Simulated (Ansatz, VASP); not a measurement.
## TePbS (1T-PbSTe 3 layers, AA): VASP beside Ansatz

Wanted: the spread between two codes on one cell, functional and k mesh. The structure shown is the start of the Ansatz relaxation below; VASP solves that cell, so the two are compared at the walk's first step.

Main program and level: Ansatz 0.2.0; plane waves, with VASP 6.6.1 beside it; single point at PBE with D3(BJ).

### 1. Starting point

The cell holds 9 atoms: 3 Te, 3 Pb and 3 S. Cell: a = 3.646 Å, b = 3.646 Å, c = 60.598 Å, α = 90.0°, β = 90.0°, γ = 120.0°. Vacuum lies along c.

Coordinates:

```cif
data_structure
_symmetry_space_group_name_H-M 'P 1'
_symmetry_Int_Tables_number 1
_cell_length_a 3.6457
_cell_length_b 3.6457
_cell_length_c 60.5982
_cell_angle_alpha 90.000
_cell_angle_beta 90.000
_cell_angle_gamma 120.000
_cell_volume 697.51
loop_
_atom_site_label
_atom_site_type_symbol
_atom_site_fract_x
_atom_site_fract_y
_atom_site_fract_z
_atom_site_occupancy
Te1 Te 0.66667 0.33333 0.37790 1
Te2 Te 0.66667 0.33333 0.47663 1
Te3 Te 0.66667 0.33333 0.57535 1
Pb4 Pb 0.00000 0.00000 0.40617 1
Pb5 Pb 0.00000 0.00000 0.50490 1
Pb6 Pb 0.00000 0.00000 0.60363 1
S7 S 0.33333 0.66667 0.42465 1
S8 S 0.33333 0.66667 0.52337 1
S9 S 0.33333 0.66667 0.62210 1
```

### 2. Ansatz: relaxation, PBE with D3(BJ)

Ansatz runs on its default PAW (the set named soft_2) files.

The two programs are compared at the cell with which this relaxation starts, whose forces are those of its first step.

Input file input.yaml:

```yaml
crystal:
  lattice:
    - [3.645692, 0.0, 0.0]
    - [-1.822846, 3.1572618864, 0.0]
    - [0.0, 0.0, 60.5981946253]
  atoms:
    - { symbol: Te, position: [0.6666666667, 0.3333333333, 0.377899047] }
    - { symbol: Pb, position: [0.0, 0.0, 0.4061723707] }
    - { symbol: S, position: [0.3333333333, 0.6666666667, 0.4246451846] }
    - { symbol: Te, position: [0.6666666667, 0.3333333333, 0.4766269312] }
    - { symbol: Pb, position: [0.0, 0.0, 0.5049002549] }
    - { symbol: S, position: [0.3333333333, 0.6666666667, 0.5233730688] }
    - { symbol: Te, position: [0.6666666667, 0.3333333333, 0.5753548154] }
    - { symbol: Pb, position: [0.0, 0.0, 0.6036281391] }
    - { symbol: S, position: [0.3333333333, 0.6666666667, 0.622100953] }
  periodic: [true, true, false]
kpoints:
  mp_grid: { grid: [12, 12, 1] }
hamiltonian:
  xc: pbe
  dispersion: d3bj
scf:
  occupations: { method: fermi_dirac, width: 0.05 }
  convergence: { dr2_threshold: 1.0e-09 }
relax:
  f_tol: 0.004
  max_steps: 90
  cell: {}
output:
  write_potential: true
  write_density: true
  volumetric_format: npy
```

Started as:

```sh
ansatz run input.yaml --threads 4 --pin off --max-ram 12288MiB --backend cpu --events-out ev --progress --plain --runs-dir out
```

Numbers of over 12 decimals in the logs are rounded to 6 here.

The log of the run:

```text
Warning: relax.cell: scf.convergence.dr2_threshold = 1e-9 eV is looser than the 1.46353253348e-10 eV advised for a relaxation that steers and ends on the stress (1e-10 eV for each atom of the cell: 9, times the square of relax.cell.stress_2d_tol = 0.05 N/m over 24.8 Å (the atoms' height at the walk's start and 5 Å past either face), 2.016e-2 GPa, over a crystal's default 0.05). What an SCF threshold leaves in a stress goes as its square root, and in the free energy as the threshold itself, and one threshold admits the most on a small cell: [figures from the program's tests cut] Set scf.convergence.dr2_threshold to 1.46353253348e-10 eV or tighter. [rest of the remark cut]
Engine: ansatz 0.2.0, x86_64-unknown-linux-gnu
Pseudopotentials: kind: paw
Pseudopotential: Te, paw, valence charge 16, recommended cutoff 420 eV (normal), Te.paw.azcp
Pseudopotential: Pb, paw, valence charge 14, recommended cutoff 420 eV (normal), Pb.paw.azcp
Pseudopotential: S, paw, valence charge 6, recommended cutoff 420 eV (normal), S.paw.azcp
Functional definition: PBE
  parameter kappa = 0.804
  parameter beta = 0.066725
  exchange = pbe_x(kappa = kappa, mu = beta*pi^2/3)
  correlation = pbe_c(beta = beta)
Crystal: 9 atoms, lattice volume = 697.510 Å³
Basis set: ecut = 420 eV, 13439 PW (Γ), exchange–correlation on 50×50×864 points (8 copies of the dense FFT grid, shifted against one another)
Bands: 65, of which v1, the nominal top of the filled ones, is band 54 counted from 1 (53 counted from 0)
Symmetry: 6 space group operations
Space group: P3m1 (ITA 156), of the structure as read, at distance tolerance 8.9e-5 Å
k-points: 19 of 144 (time reversal used)
Non-local potential: Te, projectors of the file, l = 0: 2, l = 1: 2, l = 2: 2, l = 3: 2
Non-local potential: Pb, projectors of the file, l = 0: 2, l = 1: 2, l = 2: 2, l = 3: 2
Non-local potential: S, projectors of the file, l = 0: 2, l = 1: 2, l = 2: 2
PAW form: soft (Blöchl's): semilocal exchange-correlation on the pseudo side does not see the compensation charge
PAW one-centre angular grid: Te, 590 points (default); XC on 64 Gauss nodes
PAW one-centre angular grid: Pb, 590 points (default); XC on 64 Gauss nodes
PAW one-centre angular grid: S, 110 points (default); XC on 64 Gauss nodes
Initial density: superposition of atomic densities (neutral atoms: chi_scale 0, normalization atom), corrected by the library's trained network
Initial wavefunctions: pseudopotential atomic-orbital guess
Functional: x = pbe(κ = 0.804, μ = 0.219515), c = pbe(β = 0.066725)
SCF iter   1: F=—  HF=-59359.250368 eV  |F-HF|=—  |Δ(HF+E_count)|=         —  Δρ=2.82e-3  dr2=6.69e0  ethr=1.77e-3  ⟨swp⟩=19.0  Hψ=10225  notcnv=0  defer=20
preconditioner: auto → LDOS  [metal: Δε(μ)=0.051 eV  Ē_g=14.367 eV  σ=0.050 eV  W_gap=0.24  n_scr=56 (ndim 8)  ℏωp=12.4 eV  f_vac=0.694  D(μ)=3.36/eV (n_scr^D=18)  β→1.0]
SCF iter   2: F=—  HF=-59359.182149 eV  |F-HF|=—  |Δ(HF+E_count)|=   6.82e-2  Δρ=5.38e-4  dr2=4.88e-2  ethr=1.77e-3  ⟨swp⟩=2.5  Hψ=1508  notcnv=0  defer=36
SCF iter   3: F=—  HF=-59359.180967 eV  |F-HF|=—  |Δ(HF+E_count)|=   1.18e-3  Δρ=1.58e-4  dr2=1.29e-3  ethr=4.52e-5  ⟨swp⟩=3.5  Hψ=2102  notcnv=0  defer=44
SCF iter   4: F=—  HF=-59359.181267 eV  |F-HF|=—  |Δ(HF+E_count)|=   3.00e-4  Δρ=6.64e-5  dr2=3.30e-5  ethr=1.19e-6  ⟨swp⟩=3.2  Hψ=2728  notcnv=0  defer=44
SCF iter   5: F=—  HF=-59359.181276 eV  |F-HF|=—  |Δ(HF+E_count)|=   9.14e-6  Δρ=3.26e-5  dr2=8.22e-6  ethr=3.06e-8  ⟨swp⟩=3.6  Hψ=3005  notcnv=0  defer=44
SCF iter   6: F=—  HF=-59359.181467 eV  |F-HF|=—  |Δ(HF+E_count)|=   1.91e-4  Δρ=8.25e-6  dr2=1.05e-6  ethr=7.61e-9  ⟨swp⟩=2.9  Hψ=2746  notcnv=0  defer=44
SCF iter   7: F=—  HF=-59359.181467 eV  |F-HF|=—  |Δ(HF+E_count)|=   1.35e-7  Δρ=2.75e-6  dr2=1.09e-7  ethr=9.76e-10  ⟨swp⟩=3.3  Hψ=2486  notcnv=0  defer=44
SCF iter   8: F=—  HF=-59359.181467 eV  |F-HF|=—  |Δ(HF+E_count)|=   6.73e-8  Δρ=1.18e-6  dr2=1.47e-8  ethr=1.01e-10  ⟨swp⟩=3.2  Hψ=2606  notcnv=0  defer=44
SCF iter   9: F=—  HF=-59359.181467 eV  |F-HF|=—  |Δ(HF+E_count)|=   3.30e-9  Δρ=2.66e-7  dr2=1.59e-9  ethr=1.37e-11  ⟨swp⟩=3.0  Hψ=2593  notcnv=0  defer=44
SCF iter  10: F=-59359.181467 eV  HF=-59359.181467 eV  |F-HF|=6.91e-10  |Δ(HF+E_count)|=   3.46e-9  Δρ=1.03e-7  dr2=1.59e-10  ethr=1.00e-12  ⟨swp⟩=12.4  Hψ=10006  notcnv=0
SCF 1 converged in 10 iterations: F = -59359.181467 eV  dr2 = 1.59e-10
[...]
SCF 13 converged in 6 iterations: F = -59368.048078 eV  dr2 = 6.70e-11
relax step  13: F+E_penalty+E_count = -59368.04807846 eV  Δ(F+E_penalty+E_count) = -2.018e-3 eV  max|allowed force component| = 1.677e-3 eV/Å  Δτ_max = 0.0000 Å  P = -0.013 N/m  Ω = 747.442 Å³  fix = [c, alpha, beta]  reactions: c -0.000 N/m  stress off target by 1.25e-2 N/m on what of the cell is left free  SCF on the basis re-selected at this cell (its energy is not comparable with the rows above)  (6 SCF iters)
basis re-selected at this cell: Δ(F+E_penalty+E_count) = -2.018e-3 eV, ΔP = -0.011 N/m vs the last step (what re-selecting the basis moved, of the pressure what is left beyond the Pulay correction that the steps carried, after the strain that the cell walked since its last selection, with what the two solves' SCF thresholds leave and, on support functions, any second-order correction that the steps lacked; it is no measure of the basis error at this ecutwfc). The dense FFT grid was sized anew with the basis: this SCF ran on 27×27×432 points, the steps before it on 25×25×432, so part of this shift can come from that change (see relax.cell in the input reference). [rest of the remark cut]
WARN: The output density's exchange-correlation potential varies sharply where the density is thin. Do not read a vacuum level from v_tot or v_xc, or from such a field of the output density. On a cell that repeats whose density bears no net charge and no dipole along the vacuum's axis use v_es (v_loc + v_h of the components); under efield.dipole_correction with no amplitude use v_es + v_field, which holds any externa [...]
SCF converged after 6 iterations
Free energy (F): -59368.048078 eV
Harris-Foulkes:  -59368.048078 eV  (|F-HF|=2.28e-9)
Internal energy: -59367.992271 eV  (E = F + TS)
E sigma→0 (E₀):  -59368.020175 eV
Entropy (-TS):   -0.055808 eV (-6.201 meV/atom)
Fermi energy:    -5.561415 eV
--- Per-component energies (eV) ---
  E_band       = -2457.832077
  E_kinetic    = 1723.527543
  E_local      = -759618.980974  (includes V_loc(G=0)·N_el)
  E_nonlocal   = 206.625460
  E_hartree    = 379179.289675
  E_xc         = -1323.060372
  E_vxc        = -967.486287  (∫ρ·V_xc dr)
  E_paw        = -47005.446562  (= ΣΔE_a)
  E_vpaw       = -2160.099643  (= ΣTr[D̂ρ^β])
  E_aug_tail   = -0.000366  (compensation charges beyond the density's cutoff)
  E_ewald      = 367473.273802
  E_disp       = -3.220476  (pairwise vdW)
  E_smearing   = -0.055808  (= −TS)
  E_closure    = 0.000000  (closes the sum)
  Σ components = -59368.048078   (vs F -59368.048078, Δ=0.00e0)
--- Forces (eV/Å), atoms counted from 1 ---
  atom   1  Te    -0.00000000    -0.00000000    -0.00026646
  atom   2  Pb     0.00000000     0.00000000     0.00024566
  atom   3  S      0.00000000    -0.00000000    -0.00005230
  atom   4  Te    -0.00000000     0.00000000    -0.00092816
  atom   5  Pb     0.00000000     0.00000000     0.00167657
  atom   6  S      0.00000000    -0.00000000    -0.00015643
  atom   7  Te     0.00000000     0.00000000    -0.00058179
  atom   8  Pb     0.00000000     0.00000000     0.00025620
  atom   9  S     -0.00000000    -0.00000000    -0.00019378
  max |Σ_I F_I| component: 4.94e-7 eV/Å
--- 2D stress c σ (N/m, compression-positive) ---
       -0.012501       0.000000       0.000000
        0.000000      -0.012501       0.000000
        0.000000       0.000000      -0.000000
  P = ½ c Tr σ = -0.0125 N/m
--- Band table (eV; the first three rows and the last of 19) ---
  k-point 0: bands = [... 50 lower, -4.6475, -4.6475, -4.5018, -4.5018, -4.2856, -4.2856, -4.2138, -2.4531, ... 7 higher]
  k-point 1: bands = [... 50 lower, -5.0086, -4.8996, -4.7466, -4.5867, -4.5720, -4.4036, -4.1759, -2.1626, ... 7 higher]
  k-point 2: bands = [... 50 lower, -5.7933, -5.1236, -5.0151, -5.0102, -4.7698, -4.6681, -4.5325, -2.2697, ... 7 higher]
  k-point 18: bands = [... 50 lower, -7.3143, -7.2837, -6.6978, -6.5276, -6.4095, -5.8242, -5.7082, -3.3143, ... 7 higher]
  the weakly bound empty levels are not read free of the cell's end (no_gap_told)
--- Relaxed structure (12 steps of the walk, 12 accepted, 1 SCFs on fresh bases) ---
  F+E_penalty+E_count = -59368.04807846 eV   max|allowed force component| = 1.677e-3 eV/Å   (the final SCF, on the basis selected at the relaxed cell)
  cell:  # Å, volume = 747.4420 Å³
    - [3.773928, 0, 0]
    - [-1.886964, 3.268317, 0]
    - [0, 0, 60.5981946253]
  atoms:
    - { symbol: Te, position: [0.666667, 0.333333, 0.359696] }
    - { symbol: Pb, position: [-1.1846941193361371e-17, 0, 0.399753] }
    - { symbol: S, position: [0.333333, 0.666667, 0.427529] }
    - { symbol: Te, position: [0.666667, 0.333333, 0.465124] }
    - { symbol: Pb, position: [7.935302922917489e-19, 0, 0.505330] }
    - { symbol: S, position: [0.333333, 0.666667, 0.533665] }
    - { symbol: Te, position: [0.666667, 0.333333, 0.569898] }
    - { symbol: Pb, position: [1.9340644463544252e-17, 0, 0.614109] }
    - { symbol: S, position: [0.333333, 0.666667, 0.639597] }
```

(Part 1 of 2 ends here.)

[Lines on the potential files, build, host, timing and source positions are cut from VASP's logs without a mark.]

[Logs are printed without paths, hosts, clocks, repeated set-up lines and the standing remarks that a program may print on its own settings, such as how far it seeks lower states.]

[Hosts, paths, dates, database ids (printed as entryN), source tags and the programs' standing remarks are cut or masked in the printed files.]
